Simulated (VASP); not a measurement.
# Relaxed cell of Sn (Tin): a test of cutoff and mesh

How far does the relaxed cell of Sn (Tin) depend on cutoff and k mesh? The starting structure is a measured crystal structure from the Crystallography Open Database. The first relaxation on each setting starts from this cell expanded by 3 % in volume.

Calculated with VASP 6.6.1; Kohn-Sham DFT with plane waves and PAW; PBEsol.

**1. The starting structure**

The structure is tetragonal, space group I4_1/amd (No. 141). Conventional cell: a = 5.831 Å, b = 5.831 Å, c = 3.181 Å, α = 90.00°, β = 90.00°, γ = 90.00°. Nearest to Sn lie 6 Sn at 3.02 to 3.18 Å.

Coordinates:

```cif
data_structure
_symmetry_space_group_name_H-M 'I4_1/amd:1'
_symmetry_Int_Tables_number 141
_cell_length_a 5.8315
_cell_length_b 5.8315
_cell_length_c 3.1813
_cell_angle_alpha 90.000
_cell_angle_beta 90.000
_cell_angle_gamma 90.000
_cell_volume 108.18
loop_
_atom_site_label
_atom_site_type_symbol
_atom_site_symmetry_multiplicity
_atom_site_Wyckoff_symbol
_atom_site_fract_x
_atom_site_fract_y
_atom_site_fract_z
_atom_site_occupancy
Sn1 Sn 4 a 0.00000 0.50000 0.25000 1
```

**2. Reference relaxation**

This run starts from the cell of an earlier relaxation, which isn't shown; the restart sets up the plane waves anew.

INCAR reads:

```
SYSTEM = Sn
PREC = Accurate
ENCUT = 450
EDIFF = 1E-06
NELM = 100
ISMEAR = 1
SIGMA = 0.15
LREAL = .FALSE.
ALGO = Normal
GGA = PS
NBANDS = 20
LORBIT = 11
LWAVE = .FALSE.
LCHARG = .FALSE.
KPAR = 4
IBRION = 2
NSW = 50
ISIF = 3
EDIFFG = -0.006
```

POSCAR reads:

```
Sn
1.0
   -2.9196899939      2.9196899939      1.5752373052
    2.9196899939     -2.9196899939      1.5752373052
    2.9196899939      2.9196899939     -1.5752373052
Sn
2
Direct
    0.7500000000      0.2500000000      0.5000000000
    0.0000000000      0.0000000000      0.0000000000
```

KPOINTS reads:

```
Automatic mesh
0
Gamma
16 16 16
0 0 0
```

Potentials, in the order of the species: Sn_d (PBE family, release 64).

Command:

```bash
$ mpirun -np 4 vasp_std
```

The log of the run:

```text
[banner, memory and clock lines left out]
running    4 mpi-ranks, on    1 nodes
 distrk:  each k-point on    1 cores,    4 groups
 distr:  one band on    1 cores,    1 groups

 POSCAR found type information on POSCAR Sn
 POSCAR found :  1 types and       2 ions
|                                                                             |
|               ----> ADVICE to this user running VASP <----                  |
|                                                                             |
|     You enforced a specific xc type in the INCAR file but a different       |
|     [... a line on the potential file left out ...]
|     I HOPE YOU KNOW WHAT YOU ARE DOING!                                     |
|                                                                             |

 LDA part: xc-table for (Slater+PW92), standard interpolation
 POSCAR, INCAR and KPOINTS ok, starting setup
 FFT: planning ... GRIDC
 FFT: planning ... GRID_SOFT
 FFT: planning ... GRID
 WAVECAR not read
 entering main loop
       N       E                     dE             d eps       ncg     rms          rms(c)
DAV:   1     0.206092135686E+03    0.20609E+03   -0.13477E+04 14136   0.201E+03
DAV:   2     0.115660026396E+02   -0.19453E+03   -0.19122E+03 14040   0.428E+02
DAV:   3    -0.795348030698E+01   -0.19519E+02   -0.19351E+02 15876   0.131E+02
DAV:   4    -0.854311592171E+01   -0.58964E+00   -0.58916E+00 15828   0.255E+01
DAV:   5    -0.856720259787E+01   -0.24087E-01   -0.24086E-01 19436   0.478E+00    0.247E+00
DAV:   6    -0.853359431101E+01    0.33608E-01   -0.51281E-02 19104   0.339E+00    0.133E+00
DAV:   7    -0.852342649190E+01    0.10168E-01   -0.25784E-02 19028   0.237E+00    0.193E-01
DAV:   8    -0.852285860491E+01    0.56789E-03   -0.22045E-03 17592   0.674E-01    0.312E-02
DAV:   9    -0.852286456038E+01   -0.59555E-05   -0.62201E-05 18888   0.734E-02    0.130E-02
DAV:  10    -0.852286387518E+01    0.68521E-06   -0.46596E-06 16340   0.276E-02
   1 F= -.85228639E+01 E0= -.85227558E+01  d E =-.852286E+01
 curvature:   0.00 expect dE= 0.000E+00 dE for cont linesearch  0.000E+00
 trial: gam= 0.00000 g(F)=  0.237E-47 g(S)=  0.172E-04 ort = 0.000E+00 (trialstep = 0.100E+01)
 search vector abs. value=  0.172E-04
 bond charge predicted
       N       E                     dE             d eps       ncg     rms          rms(c)
DAV:   1    -0.852316886830E+01   -0.30431E-03   -0.64991E-03 16436   0.126E+00    0.935E-02
DAV:   2    -0.852293187815E+01    0.23699E-03   -0.45533E-04 17168   0.345E-01    0.430E-02
DAV:   3    -0.852287043457E+01    0.61444E-04   -0.17087E-04 19296   0.202E-01    0.660E-03
DAV:   4    -0.852286605141E+01    0.43832E-05   -0.10657E-05 16432   0.392E-02    0.199E-03
DAV:   5    -0.852286548885E+01    0.56255E-06   -0.33207E-07  8792   0.772E-03
   2 F= -.85228655E+01 E0= -.85227602E+01  d E =-.161368E-05
 trial-energy change:   -0.000002  1 .order   -0.000002   -0.000017    0.000014
 step:   0.5575(harm=  0.5575)  dis= 0.00000  next Energy=    -8.522869 (dE=-0.480E-05)
 bond charge predicted
       N       E                     dE             d eps       ncg     rms          rms(c)
DAV:   1    -0.852292608279E+01   -0.60031E-04   -0.12673E-03 16392   0.556E-01    0.414E-02
DAV:   2    -0.852287824507E+01    0.47838E-04   -0.89462E-05 17048   0.153E-01    0.191E-02
DAV:   3    -0.852286674002E+01    0.11505E-04   -0.33262E-05 18752   0.892E-02    0.299E-03
DAV:   4    -0.852286703070E+01   -0.29067E-06   -0.18164E-06  9668   0.172E-02
   3 F= -.85228670E+01 E0= -.85227606E+01  d E =-.315552E-05
 curvature:  -0.28 expect dE=-0.190E-06 dE for cont linesearch -0.476E-07
 trial: gam= 0.00000 g(F)=  0.313E-49 g(S)=  0.681E-06 ort =-0.171E-05 (trialstep = 0.911E+00)
 search vector abs. value=  0.682E-06
 reached required accuracy - stopping structural energy minimisation
```

The job ended after 74 s (4 MPI ranks of Intel Xeon Platinum 8259CL at 2.50GHz (Skylake/Cascade Lake), shared host; peak memory 1.4 GiB).

Lines that name or quote the potential files are left out of all logs, and their timing lines are given in words.

Parts of OUTCAR (step 2):

```text
ion  position               nearest neighbor table
   1  0.750  0.250  0.500-   2 3.02   2 3.02   2 3.02   2 3.02   2 3.76   2 3.76   2 3.76   2 3.76

  LATTYP: Found a body centered tetragonal cell.
 ALAT       =     5.8393799878
 C/A-ratio  =     0.5395221097

 Subroutine GETGRP returns: Found 16 space group operations
 (whereof  8 operations were pure point group operations)

The static configuration has the point symmetry D_2d.
 The point group associated with its full space group is D_4h.

 Found    349 irreducible k-points:

   k-points           NKPTS =    349   k-points in BZ     NKDIM =    349   number of bands    NBANDS=     20

   dimension x,y,z NGX =    32 NGY =   32 NGZ =   32
   dimension x,y,z NGXF=    64 NGYF=   64 NGZF=   64

   ENCUT  =  450.0 eV  33.07 Ry    5.75 a.u.   7.64  7.64  7.64*2*pi/ulx,y,z

   NELECT =      28.0000    total number of electrons

 k-points in reciprocal lattice and weights: Automatic mesh
   0.00000000  0.00000000  0.00000000       0.000
   0.06250000  0.00000000 -0.00000000       0.002
   0.12500000  0.00000000 -0.00000000       0.002
   0.18750000  0.00000000  0.00000000       0.002
   0.25000000  0.00000000 -0.00000000       0.002
   0.31250000  0.00000000  0.00000000       0.002
   0.37500000  0.00000000  0.00000000       0.002
   0.43750000  0.00000000 -0.00000000       0.002
   0.50000000  0.00000000 -0.00000000       0.001
[...]
-0.43750000 -0.43750000  0.43750000       0.000
   0.50000000  0.50000000  0.50000000       0.000

 average (electrostatic) potential at core
       1 -98.7916       2 -98.7916

 E-fermi :   7.9422

 k-point     1 :       0.0000    0.0000    0.0000
  band No.  band energies     occupation
    ...
     10     -13.1171      2.00000
     11      -3.2886      2.00000
     12       4.2124      2.00000
     13       5.8939      2.00000
     14       5.8939      2.00000
     15      10.8390     -0.00000
     16      14.1185      0.00000
     17      14.1185      0.00000
     18      14.9847      0.00000
     19      15.0860      0.00000
    ...

 k-point     2 :       0.0625    0.0000   -0.0000
  band No.  band energies     occupation
    ...
     10     -13.1198      2.00000
     11      -3.2097      2.00000
     12       4.0908      2.00000
     13       5.9014      2.00000
     14       6.1666      2.00000
     15      10.9721      0.00000
     16      13.7528      0.00000
     17      14.1295      0.00000
     18      14.3228      0.00000
     19      14.3755      0.00000
    ...

 k-point     3 :       0.1250    0.0000   -0.0000
  band No.  band energies     occupation
    ...
     10     -13.1274      2.00000
     11      -2.9727      2.00000
     12       3.8773      2.00000
     13       5.9318      2.00000
     14       6.8272      2.00000
     15      11.3584      0.00000
     16      12.4335      0.00000
     17      12.9145      0.00000
     18      13.5055      0.00000
     19      14.0652      0.00000
    ...

  Total       -0.0037415     -0.0037415     -0.0005046      0.0000000      0.0000000      0.0000000
  in kB       -0.1115425     -0.1115425     -0.0150437      0.0000000      0.0000000      0.0000000
  external PRESSURE =      -0.0793762 kB  Pullay stress =       0.0000000 kB

  energy-cutoff  :      450.00
  volume of cell :       53.74
      direct lattice vectors                 reciprocal lattice vectors
    -2.919998551  2.919998551  1.575752032     0.000000000  0.171232962  0.317308809
     2.919998551 -2.919998551  1.575752032     0.171232962  0.000000000  0.317308809
     2.919998551  2.919998551 -1.575752032     0.171232962  0.171232962  0.000000000

 POSITION                                       TOTAL-FORCE (eV/Angst)
 -----------------------------------------------------------------------------------
      0.00000      2.92000      0.78788        -0.000000     -0.000000     -0.000000
     -0.00000      0.00000      0.00000         0.000000      0.000000      0.000000
 -----------------------------------------------------------------------------------
    total drift:                                0.000000     -0.000000      0.000000

  FREE ENERGIE OF THE ION-ELECTRON SYSTEM (eV)
  ---------------------------------------------------
  free  energy   TOTEN  =        -8.5228670307 eV

  energy  without entropy=       -8.5225476087  energy(sigma->0) =       -8.52276056

 reached required accuracy - stopping structural energy minimisation

 total charge
# of ion       s       p       d       tot
------------------------------------------
    1        1.230   1.021   9.979  12.230
    2        1.230   1.021   9.979  12.230
--------------------------------------------------
tot          2.461   2.041  19.957  24.459

[... 3 further parts left out ...]
```

CONTCAR:

```
Sn
   1.00000000000000
    -2.9199985510455502    2.9199985510455502    1.5757520316234885
     2.9199985510455502   -2.9199985510455502    1.5757520316234885
     2.9199985510455502    2.9199985510455502   -1.5757520316234885
  Sn
     2
Direct
     0.7500000000000000    0.2500000000000000    0.5000000000000000
     0.0000000000000000    0.0000000000000000    0.0000000000000000
```

The PAW data sets were made with PBE, which is usual practice but a small mismatch for other functionals. The run keeps the 16 symmetry operations of its start, so it cannot find a distortion of lower symmetry.

The reference relaxation ends at 26.871 Å³ an atom.

**3. Relaxation with a cutoff of 240 eV**

Against step 2 the input has ENCUT = 240. This run starts from the cell of an earlier relaxation, which isn't shown; the restart sets up the plane waves anew.

INCAR, as its differences from that of step 2:

```diff
@@ -2,3 +2,3 @@
 PREC = Accurate
-ENCUT = 450
+ENCUT = 240
 EDIFF = 1E-06
```

POSCAR reads:

```
Sn
1.0
   -2.9124997130      2.9124997130      1.5738866691
    2.9124997130     -2.9124997130      1.5738866691
    2.9124997130      2.9124997130     -1.5738866691
Sn
2
Direct
    0.7500000000      0.2500000000      0.5000000000
    0.0000000000      0.0000000000      0.0000000000
```

KPOINTS is that of step 2.

Command:

```bash
$ mpirun -np 4 vasp_std
```

The log of the run:

```text
[banner, memory and clock lines left out]
running    4 mpi-ranks, on    1 nodes
[...]
[... a notice as in an earlier step ...]

 LDA part: xc-table for (Slater+PW92), standard interpolation
 POSCAR, INCAR and KPOINTS ok, starting setup
[...]
entering main loop
       N       E                     dE             d eps       ncg     rms          rms(c)
DAV:   1     0.166183167108E+03    0.16618E+03   -0.99733E+03 14264   0.134E+03
DAV:   2     0.472181005184E+01   -0.16146E+03   -0.15869E+03 14316   0.327E+02
DAV:   3    -0.830386054356E+01   -0.13026E+02   -0.12954E+02 16036   0.987E+01
DAV:   4    -0.855504167538E+01   -0.25118E+00   -0.25107E+00 15456   0.151E+01
[...]
DAV:   8    -0.851990938614E+01    0.56096E-03   -0.21583E-03 17348   0.625E-01    0.263E-02
DAV:   9    -0.851991045508E+01   -0.10689E-05   -0.51394E-05 16888   0.739E-02    0.117E-02
DAV:  10    -0.851991048616E+01   -0.31086E-07   -0.32632E-06 14884   0.152E-02
   1 F= -.85199105E+01 E0= -.85198244E+01  d E =-.851991E+01
[... from here on, the cycles between the ionic steps are left out ...]
   2 F= -.85201561E+01 E0= -.85200775E+01  d E =-.245583E-03
   3 F= -.85204959E+01 E0= -.85204143E+01  d E =-.585413E-03
   4 F= -.85204957E+01 E0= -.85204140E+01  d E =-.585234E-03
   5 F= -.85205014E+01 E0= -.85204131E+01  d E =-.571246E-05
 trial-energy change:   -0.000006  1 .order   -0.000006   -0.000009   -0.000003
 step:   1.4295(harm=  1.4295)  dis= 0.00000  next Energy=    -8.520503 (dE=-0.727E-05)
 reached required accuracy - stopping structural energy minimisation
```

Run time: 64 s. Hardware: 4 MPI ranks; peak memory 0.79 GiB; 3.4 min of CPU time.

From OUTCAR (step 3):

```text
  Total        0.0003703      0.0003703     -0.0089329      0.0000000      0.0000000      0.0000000
  in kB        0.0111855      0.0111855     -0.2698451      0.0000000      0.0000000      0.0000000
  external PRESSURE =      -0.0824914 kB  Pullay stress =       0.0000000 kB

 POSITION                                       TOTAL-FORCE (eV/Angst)
 -----------------------------------------------------------------------------------
      0.00000      2.90685      0.78461         0.000000     -0.000000     -0.000000
      2.90685      2.90685      1.56922        -0.000000      0.000000      0.000000
 -----------------------------------------------------------------------------------
    total drift:                                0.000000      0.000000      0.000000

  FREE ENERGIE OF THE ION-ELECTRON SYSTEM (eV)
  ---------------------------------------------------
  free  energy   TOTEN  =        -8.5205014326 eV

  energy  without entropy=       -8.5202363204  energy(sigma->0) =       -8.52041306

[... 2 parts as in an earlier step ...]

[... 2 further parts left out ...]
[key lines of the parts left out:]
E-fermi :   8.1088
```

With a cutoff of 240 eV the cell ends at 26.519 Å³ an atom, -1.31 % from the reference.

**4. Relaxation with a 9×9×9 mesh**

Against step 2 the input has a 9×9×9 mesh. This run starts from the cell of an earlier relaxation, which isn't shown; the restart sets up the plane waves anew.

INCAR, as its differences from that of step 3:

```diff
@@ -2,3 +2,3 @@
 PREC = Accurate
-ENCUT = 240
+ENCUT = 450
 EDIFF = 1E-06
```

POSCAR reads:

```
Sn
1.0
   -2.9183553133      2.9183553133      1.5783267229
    2.9183553133     -2.9183553133      1.5783267229
    2.9183553133      2.9183553133     -1.5783267229
Sn
2
Direct
    0.7500000000      0.2500000000      0.5000000000
    0.0000000000      0.0000000000      0.0000000000
```

KPOINTS reads:

```
Automatic mesh
0
Gamma
9 9 9
0 0 0
```

Command:

```bash
$ mpirun -np 4 vasp_std
```

The log of the run:

```text
[... set-up lines as in an earlier step ...]
 entering main loop
       N       E                     dE             d eps       ncg     rms          rms(c)
DAV:   1     0.207802343415E+03    0.20780E+03   -0.13492E+04  3052   0.201E+03
DAV:   2     0.118840079185E+02   -0.19592E+03   -0.19237E+03  3012   0.432E+02
DAV:   3    -0.794066385877E+01   -0.19825E+02   -0.19698E+02  3428   0.133E+02
DAV:   4    -0.853232506671E+01   -0.59166E+00   -0.59118E+00  3400   0.257E+01
[...]
DAV:   8    -0.851279230229E+01    0.56268E-03   -0.22868E-03  3848   0.685E-01    0.309E-02
DAV:   9    -0.851279738320E+01   -0.50809E-05   -0.65321E-05  4008   0.755E-02    0.140E-02
DAV:  10    -0.851279674981E+01    0.63339E-06   -0.52338E-06  3644   0.284E-02
   1 F= -.85127967E+01 E0= -.85122506E+01  d E =-.851280E+01
[...]
N       E                     dE             d eps       ncg     rms          rms(c)
DAV:   1    -0.851296559734E+01   -0.16821E-03   -0.36822E-03  3624   0.908E-01    0.694E-02
DAV:   2    -0.851283698584E+01    0.12861E-03   -0.26101E-04  3740   0.260E-01    0.328E-02
DAV:   3    -0.851280031988E+01    0.36666E-04   -0.98824E-05  4120   0.153E-01    0.558E-03
DAV:   4    -0.851279759927E+01    0.27206E-05   -0.77783E-06  3404   0.335E-02    0.167E-03
DAV:   5    -0.851279728354E+01    0.31574E-06   -0.26309E-07  1820   0.718E-03
   2 F= -.85127973E+01 E0= -.85122668E+01  d E =-.533727E-06
 trial-energy change:   -0.000001  1 .order   -0.000002   -0.000011    0.000008
 step:   0.5787(harm=  0.5787)  dis= 0.00000  next Energy=    -8.512800 (dE=-0.328E-05)
[...]
N       E                     dE             d eps       ncg     rms          rms(c)
DAV:   1    -0.851282786397E+01   -0.30265E-04   -0.65285E-04  3584   0.381E-01    0.292E-02
DAV:   2    -0.851280410732E+01    0.23757E-04   -0.46522E-05  3704   0.110E-01    0.138E-02
DAV:   3    -0.851279798520E+01    0.61221E-05   -0.17440E-05  3928   0.645E-02    0.241E-03
DAV:   4    -0.851279831411E+01   -0.32891E-06   -0.11782E-06  1920   0.140E-02
   3 F= -.85127983E+01 E0= -.85122614E+01  d E =-.156430E-05
[...]
reached required accuracy - stopping structural energy minimisation
```

Run time: 27 s. Hardware: 4 MPI ranks; peak memory 0.81 GiB.

Parts of OUTCAR (step 4):

```text
  Total       -0.0067186     -0.0067186     -0.0034098      0.0000000      0.0000000      0.0000000
  in kB       -0.2001183     -0.2001183     -0.1015640      0.0000000      0.0000000      0.0000000
  external PRESSURE =      -0.1672669 kB  Pullay stress =       0.0000000 kB

 POSITION                                       TOTAL-FORCE (eV/Angst)
 -----------------------------------------------------------------------------------
     -0.00000      2.91851      0.78940        -0.000000      0.000000      0.000000
     -0.00000      0.00000      0.00000         0.000000     -0.000000     -0.000000
 -----------------------------------------------------------------------------------
    total drift:                                0.000000     -0.000000      0.000000

  FREE ENERGIE OF THE ION-ELECTRON SYSTEM (eV)
  ---------------------------------------------------
  free  energy   TOTEN  =        -8.5127983141 eV

  energy  without entropy=       -8.5111874259  energy(sigma->0) =       -8.51226135

[... 1 part as in an earlier step ...]

[... 3 further parts left out ...]
[key lines of the parts left out:]
E-fermi :   7.9444
```

With a 9×9×9 mesh the cell ends at 26.895 Å³ an atom, +0.09 % from the reference.

(Part 1 of 2 ends here.)

[Lines on the potential files, build, host, timing and source positions are cut from VASP's logs without a mark.]

[Logs are printed without paths, hosts, clocks, repeated set-up lines and the standing remarks that a program may print on its own settings, such as how far it seeks lower states.]

[Hosts, paths, dates, database ids (printed as entryN), source tags and the programs' standing remarks are cut or masked in the printed files.]
